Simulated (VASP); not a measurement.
Given:

```yaml
crystal:
  lattice:
    - [1.73455, 1.00145, 5.60057]
    - [-1.73455, 1.00145, 5.60057]
    - [0.00000, -2.00289, 5.60057]
  atoms:
    - { symbol: Tl, position: [0.50000, 0.50000, 0.50000] }
    - { symbol: Pb, position: [0.00000, 0.00000, 0.00000] }
```

The numbers are results of PBEsol GGA, VASP's PBE PAW potentials (set 64) (plane waves; VASP), not measurements. Settings: 400 eV cut-off, 14×14×14 Γ-centred mesh, tetrahedra with Blöchl corrections, potentials Tl_d Pb_d.

Unless said otherwise, spin-orbit coupling is left out, though it shifts the bands of the heavy elements here.

**Question.** Estimate the energy per atom (σ→0), band gap (on the k-mesh) with the smallest direct gap where there is one.

**Answer.** 
```yaml
band gap (on the k-mesh): none (metal, semimetal or under 0.01 eV)
energy per atom (σ→0): -3.319 eV/atom
```

The absolute energy has meaning only against runs of the same code, potentials and settings.

The structure comes from a computed database's TlPb entry (R-3m); how it stands against other phases isn't given here. It was relaxed first. The electron count is odd and the run is not spin-polarised, which forces a metal.
